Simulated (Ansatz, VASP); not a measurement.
# SnO2 in two plane-wave programs, part 2 of 2

One calculation is typed for both programs; each brings its own data sets. How far apart do they land? The cell is taken from a series of runs on this material, whose earlier steps may have relaxed, scaled, displaced or heated it; both programs get it as it stands.

VASP 6.6.1 and Ansatz 0.2.0.

So far: The starting structure; VASP: G0W0 gap, LDA.

**3. Ansatz: G0W0 gap, LDA**

Level of this step: Ansatz beside VASP: Kohn-Sham DFT, plane waves, LDA (Ansatz).

Ansatz runs on its PAW soft_1 files.

The same cell, functional (in two slightly different forms) and mesh now go to Ansatz, which takes its cutoff from its data sets.

File input.yaml:

```yaml
crystal:
  lattice:
    - [4.7114704392, 0.0, 0.0]
    - [0.0, 5.7221576688, 0.0]
    - [0.0, 0.0, 5.24711425]
  atoms:
    - { symbol: Sn, position: [0.5, 0.6653189711, 0.75] }
    - { symbol: Sn, position: [0.0, 0.8346810289, 0.25] }
    - { symbol: Sn, position: [0.5, 0.3346810289, 0.25] }
    - { symbol: Sn, position: [0.0, 0.1653189711, 0.75] }
    - { symbol: O, position: [0.7297859458, 0.6070302987, 0.0783479184] }
    - { symbol: O, position: [0.2297859458, 0.8929697013, 0.9216520816] }
    - { symbol: O, position: [0.7702140542, 0.8929697013, 0.5783479184] }
    - { symbol: O, position: [0.2702140542, 0.6070302987, 0.4216520816] }
    - { symbol: O, position: [0.7297859458, 0.3929697013, 0.5783479184] }
    - { symbol: O, position: [0.2297859458, 0.1070302987, 0.4216520816] }
    - { symbol: O, position: [0.7702140542, 0.1070302987, 0.0783479184] }
    - { symbol: O, position: [0.2702140542, 0.3929697013, 0.9216520816] }
kpoints:
  mp_grid: { grid: [4, 2, 2] }
hamiltonian:
  xc: lda
  pseudopotentials: { kind: paw, azcp: { folder: soft_1 }, xc_functional: pbe }
scf:
  occupations: { method: fixed }
gw:
  n_empty_bands: 537
  ecut_chi: 140
  qp_bands: [v4, c4]
  qp_kpoints: band_edges
  screening: { model: contour_deformation }
```

Started as:

```sh
$ ansatz run input.yaml --threads 2 --pin off --max-ram 92160MiB --backend cuda --events-out ev --progress --plain --runs-dir out --devices 1 --max-vram 13GiB
```

Numbers of over 12 decimals in the logs are rounded to 6 here.

Output:

```text
GPUs: using 1 of 1 available (devices: 1).
Engine: ansatz 0.2.0, x86_64-unknown-linux-gnu
Pseudopotentials: kind: paw
Pseudopotential: Sn, paw, valence charge 14, recommended cutoff 420 eV (normal), soft_1/Sn.paw.azcp
Pseudopotential: O, paw, valence charge 6, recommended cutoff 420 eV (normal), soft_1/O.paw.azcp
Functional definition: SPW92
  exchange = slater_x
  correlation = pw_c
device memory: the entry about to start is reckoned to put 1.8 GiB on a device that reports 36.1 GiB free (of which the cap on the GPU budget leaves the run 13.0 GiB)
GPU FFT provider: cuFFT
GPU libraries: cuBLAS 13.8.2, cuFFT 12.4.0, cuSOLVER 12.3.4
Crystal: 12 atoms, lattice volume = 141.461 Å³
Basis set: ecut = 420 eV, 2745 PW (Γ)
Bands: 64, of which v1, the nominal top of the filled ones, is band 52 counted from 1 (51 counted from 0)
Symmetry: 8 space group operations
Space group: Pbcn (ITA 60), of the structure as read, at distance tolerance 5.2e-5 Å
k-points: 12 of 16
Non-local potential: Sn, projectors of the file, l = 0: 2, l = 1: 2, l = 2: 2, l = 3: 1
Non-local potential: O, projectors of the file, l = 0: 2, l = 1: 2, l = 2: 1
PAW form: soft (Blöchl's): semilocal exchange-correlation on the pseudo side does not see the compensation charge
PAW frozen core: Sn, regenerated for the run's functional, and the local potential with it (the file was generated under x = pbe(κ = 0.804, μ = 0.219515), c = pbe(β = 0.066725))
PAW frozen core: O, regenerated for the run's functional, and the local potential with it (the file was generated under x = pbe(κ = 0.804, μ = 0.219515), c = pbe(β = 0.066725))
PAW one-centre angular grid: Sn, 590 points (default); XC on 64 Gauss nodes
PAW one-centre angular grid: O, 110 points (default); XC on 64 Gauss nodes
Initial density: superposition of atomic densities (chi_scale 0.1, normalization cell, long waves kept (reshape's long-wave potential 0.00 eV rms))
Initial wavefunctions: pseudopotential atomic-orbital guess
GPU buffer pool allocated for 46080 grid points (all kernels)
GPU transforms: local potential and band sums: pruned to the plane-wave sphere, on 32×40×36
Functional: x = slater, c = lda
SCF iter   1: F=—  HF=-27962.209056 eV  |F-HF|=—  |Δ(HF+E_count)|=         —  Δρ=6.89e-2  dr2=5.00e0  ethr=3.10e-3  ⟨swp⟩=4.0  Hψ=2705  notcnv=0  defer=113
preconditioner: auto → Resta (q_TF=auto, 2.592 Å⁻¹)  ε∞=3.6  [insulator: Δε(μ)=1.772 eV  Ē_g=19.865 eV  n_scr=38 (ndim 8)  ℏωp=31.8 eV  f_vac=0.000  ε∞_Penn≈3.6]
SCF iter   2: F=—  HF=-27961.071758 eV  |F-HF|=—  |Δ(HF+E_count)|=    1.14e0  Δρ=3.43e-2  dr2=8.64e-1  ethr=3.10e-3  ⟨swp⟩=3.0  Hψ=1556  notcnv=0  defer=105
SCF iter   3: F=—  HF=-27960.861203 eV  |F-HF|=—  |Δ(HF+E_count)|=   2.11e-1  Δρ=1.03e-2  dr2=1.35e-1  ethr=8.31e-4  ⟨swp⟩=3.0  Hψ=1288  notcnv=0  defer=113
SCF iter   4: F=—  HF=-27960.828549 eV  |F-HF|=—  |Δ(HF+E_count)|=   3.27e-2  Δρ=1.91e-3  dr2=3.60e-3  ethr=1.30e-4  ⟨swp⟩=2.0  Hψ=972  notcnv=0  defer=114
SCF iter   5: F=—  HF=-27960.829291 eV  |F-HF|=—  |Δ(HF+E_count)|=   7.42e-4  Δρ=5.78e-4  dr2=3.58e-4  ethr=3.46e-6  ⟨swp⟩=2.3  Hψ=1074  notcnv=0  defer=114
SCF iter   6: F=—  HF=-27960.829384 eV  |F-HF|=—  |Δ(HF+E_count)|=   9.27e-5  Δρ=7.36e-5  dr2=6.26e-6  ethr=3.44e-7  ⟨swp⟩=2.8  Hψ=1091  notcnv=0  defer=99
SCF iter   7: F=—  HF=-27960.829386 eV  |F-HF|=—  |Δ(HF+E_count)|=   1.89e-6  Δρ=1.37e-5  dr2=3.23e-7  ethr=6.02e-9  ⟨swp⟩=2.0  Hψ=1026  notcnv=0  defer=91
SCF iter   8: F=-27960.829386 eV  HF=-27960.829386 eV  |F-HF|=1.13e-10  |Δ(HF+E_count)|=   1.04e-7  Δρ=2.69e-6  dr2=8.93e-9  ethr=9.62e-11  ⟨swp⟩=11.1  Hψ=2774  notcnv=0
SCF 1 converged in 8 iterations: F = -27960.829386 eV  dr2 = 8.93e-9
  greatest PAW one-centre occupation: 0.997 electrons in one spin orbital (limit 2), on the Sn atom at site 2 (counted from 0), in its partial waves of l = 2
device memory: the entry about to start is reckoned to put 2.2 GiB (of the 2.3 GiB reckoned in all, the device holds 0.1 GiB already) on a device that reports 36.1 GiB free (of which the cap on the GPU budget leaves the run 13.0 GiB)
NSCF: frozen V_eff on 12 k-points
the band table was solved once the SCF had ended and its energy, with any forces and stress, was formed, with the checks that follow a solve (2969 applications of the Hamiltonian). They found nothing against the state; the energy, forces and stress were not computed again (output.eigenvalues in the input reference)
device memory: the entry about to start is reckoned to put 3.8 GiB on a device that reports 36.2 GiB free (of which the cap on the GPU budget leaves the run 13.0 GiB)
NSCF: frozen V_eff on 12 k-points
G₀W₀ screening: q 1/12
[... further progress lines ...]
SCF converged after 8 iterations
Free energy (F): -27960.829386 eV
Harris-Foulkes:  -27960.829386 eV  (|F-HF|=1.13e-10)
Internal energy: -27960.829386 eV  (E = F + TS)
E sigma→0 (E₀):  -27960.829386 eV
Fermi energy:    9.049083 eV
--- Per-component energies (eV) ---
  E_band       = -235.920809
[...]
--- G₀W₀: contour deformation, 7 samples at zero and on the imaginary axis and 1 off it, 16 q-points, 537 empty bands' worth ---
  eigenvalues of the whole cell's RPA ε∞ on this k-mesh (on a slab, of 1 + 4πα/V) = 5.9472, 5.9684, 5.9712; static W/v taken at q = 0 is 0.167837
  bands read: the sum over 589 bands ends inside a degenerate multiplet in 10 slots, whose members it reads at an even weight; the widest, k=3: bands 589 to 592 (counted from 1) at 1/4 each
  gw.qp_kpoints: band_edges: 12 of 12 stored k-points solved, in 1 pass; an edge of the gap read off the rows below is read off those points alone
  `?` marks the rows in doubt; gw_qp.tsv's column doubts and the gw_qp event give each row's grounds
    ik  band        ε_KS         Σx   Σc(E_QP)       V_xc       Z   E_QP_lin       E_QP  E_QP is
     0    49      8.4645   -26.1661     4.9199   -20.6815  0.7305     7.8882     7.8999  root
     0    50      8.9139   -26.7268     5.1514   -20.9747  0.7307     8.3007     8.3132  root
     0    51      8.9389   -26.4346     4.9540   -20.9351  0.7329     8.3840     8.3935  root
     0    52      9.0491   -26.9216     5.1795   -21.1409  0.7319     8.4357     8.4479  root
     0    53     10.4002   -14.5214    -3.5997   -19.0087  0.7998    11.3130    11.2877  root
     0    54     15.1406   -14.7066    -4.9270   -20.9262  0.7624    16.5861    16.4331  root ?
     0    55     15.2331   -14.2040    -4.9164   -20.5291  0.7730    16.7043    16.6417  root ?
     0    56     15.7134    -8.7204    -4.7828   -14.4534  0.8025    16.7009    16.6636  root
     1    49      8.8186   -26.6501     5.1394   -20.9147  0.7306     8.2106     8.2227  root
     1    50      8.8186   -26.6501     5.1394   -20.9147  0.7306     8.2106     8.2227  root
     1    51      8.8991   -26.7602     5.0422   -21.1299  0.7327     8.2992     8.3109  root
     1    52      8.8991   -26.7602     5.0422   -21.1299  0.7327     8.2992     8.3109  root
     1    53     13.4720   -15.3694    -4.1033   -20.6323  0.7786    14.7046    14.6317  root
     1    54     13.4720   -15.3694    -4.1033   -20.6323  0.7786    14.7046    14.6317  root
     1    55     15.1327   -13.1322    -4.9817   -19.3691  0.7737    16.5013    16.3879  root ?
     1    56     15.1327   -13.1322    -4.9817   -19.3691  0.7737    16.5013    16.3879  root ?
     2    49      8.1538   -26.1825     4.9035   -20.6891  0.7301     7.5508     7.5639  root
     2    50      8.1538   -26.1825     4.9035   -20.6891  0.7301     7.5508     7.5639  root
     2    51      8.9646   -26.6319     5.0952   -20.9576  0.7319     8.3744     8.3855  root
     2    52      8.9646   -26.6319     5.0952   -20.9576  0.7319     8.3744     8.3855  root
     2    53     13.1053   -15.5967    -3.8566   -20.5619  0.7798    14.2695    14.2139  root
     2    54     13.1053   -15.5967    -3.8566   -20.5619  0.7798    14.2695    14.2139  root
     2    55     15.8527   -14.1587    -5.1705   -20.8211  0.7641    17.4004    17.3446  root
     2    56     15.8527   -14.1587    -5.1705   -20.8211  0.7641    17.4004    17.3446  root
     3    49      8.7497   -26.5583     5.1812   -20.7596  0.7298     8.1187     8.1322  root
     3    50      8.7497   -26.5583     5.1812   -20.7596  0.7298     8.1187     8.1322  root
     3    51      8.7497   -26.5583     5.1812   -20.7596  0.7298     8.1187     8.1322  root
     3    52      8.7497   -26.5583     5.1812   -20.7596  0.7298     8.1187     8.1322  root
     3    53     14.5364   -14.9377    -4.5863   -20.7754  0.7716    15.9027    15.7877  root ?
     3    54     14.5364   -14.9377    -4.5863   -20.7754  0.7716    15.9027    15.7877  root ?
     3    55     14.5364   -14.9377    -4.5863   -20.7754  0.7716    15.9027    15.7877  root ?
     3    56     14.5364   -14.9377    -4.5863   -20.7754  0.7716    15.9027    15.7877  root ?
[...]
4    56     14.9844   -14.4836    -4.8780   -20.6563  0.7725    16.4338    16.2791  root ?
[...]
5    55     14.9589   -14.0854    -4.8861   -20.2466  0.7706    16.3682    16.2338  root ?
     5    56     14.9589   -14.0854    -4.8861   -20.2466  0.7706    16.3682    16.2338  root ?
[...]
7    53     14.1159   -14.3987    -4.4898   -20.0997  0.7804    15.4184    15.3272  root ?
     7    54     14.1159   -14.3987    -4.4898   -20.0997  0.7804    15.4184    15.3272  root ?
     7    55     14.8066   -14.8550    -4.7585   -20.8929  0.7681    16.2240    16.0859  root ?
     7    56     14.8066   -14.8550    -4.7585   -20.8929  0.7681    16.2240    16.0859  root ?
[...]
8    55     14.2495   -13.6992    -4.5974   -19.5182  0.7843    15.5678    15.4711  root ?
     8    56     14.2495   -13.6992    -4.5974   -19.5182  0.7843    15.5678    15.4711  root ?
[...]
10    49      8.4819   -26.6220     4.7232   -21.3575  0.7357     7.9310     7.9407  root
    10    50      8.4819   -26.6220     4.7232   -21.3575  0.7357     7.9310     7.9407  root
    10    51      8.8832   -26.7399     5.3339   -20.7602  0.7295     8.2227     8.2374  root
    10    52      8.8832   -26.7399     5.3339   -20.7602  0.7295     8.2227     8.2374  root
    10    53     13.9684   -14.7661    -4.4975   -20.4763  0.7768    15.2743    15.1811  root ?
    10    54     13.9684   -14.7661    -4.4975   -20.4763  0.7768    15.2743    15.1811  root ?
    10    55     15.0606   -14.5956    -4.7673   -20.6426  0.7663    16.4697    16.3404  root ?
    10    56     15.0606   -14.5956    -4.7673   -20.6426  0.7663    16.4697    16.3404  root ?
    11    49      8.7014   -26.5187     5.3089   -20.5520  0.7285     8.0277     8.0436  root
    11    50      8.7014   -26.5187     5.3089   -20.5520  0.7285     8.0277     8.0436  root
    11    51      8.7014   -26.5187     5.3089   -20.5520  0.7285     8.0277     8.0436  root
    11    52      8.7014   -26.5187     5.3089   -20.5520  0.7285     8.0277     8.0436  root
    11    53     14.4126   -14.4772    -4.6144   -20.3352  0.7765    15.7659    15.6563  root ?
    11    54     14.4126   -14.4772    -4.6144   -20.3352  0.7765    15.7659    15.6563  root ?
    11    55     14.4126   -14.4772    -4.6144   -20.3352  0.7765    15.7659    15.6563  root ?
    11    56     14.4126   -14.4772    -4.6144   -20.3352  0.7765    15.7659    15.6563  root ?
```

Reading the cycles: dr2 is the Hartree energy of the density residual (eV), the measure of convergence; HF is the Harris–Foulkes estimate of the energy, which meets the free energy F at convergence.

**4. Comparison**

Known differences besides the potentials themselves: the two LDA forms differ slightly; fixed occupations in Ansatz, narrow Gaussian smearing in VASP; the cutoff is 420 eV in Ansatz and 440 eV in VASP; VASP's log shows a relativistic correction to its local exchange, Ansatz's none; Ansatz integrates over frequency by contour deformation, VASP on a grid of NOMEGA points; Ansatz's G0W0 levels solve the quasiparticle equation, VASP's are linearised. Total energies have different zeros and are not compared.

Compared:

```tsv
quantity	Ansatz	VASP	difference
G0W0 gap on the mesh (eV)	2.84	2.84	0.00
Kohn-Sham gap under it (eV)	1.35	1.38	-0.03
```

**5. What came out**

```
difference in G0W0 gap on the mesh (G0W0 gap, LDA) : -8.9e-4 eV
```

In words: The difference in G0W0 gap on the mesh is -8.9e-4 eV (G0W0 gap, LDA). Such differences can come from data sets, numerical settings and the points named under the comparisons, not from the functional's error against experiment.

[Lines on the potential files, build, host, timing and source positions are cut from VASP's logs without a mark.]

[Logs are printed without paths, hosts, clocks, repeated set-up lines and the standing remarks that a program may print on its own settings, such as how far it seeks lower states.]

[Hosts, paths, dates, database ids (printed as entryN), source tags and the programs' standing remarks are cut or masked in the printed files.]
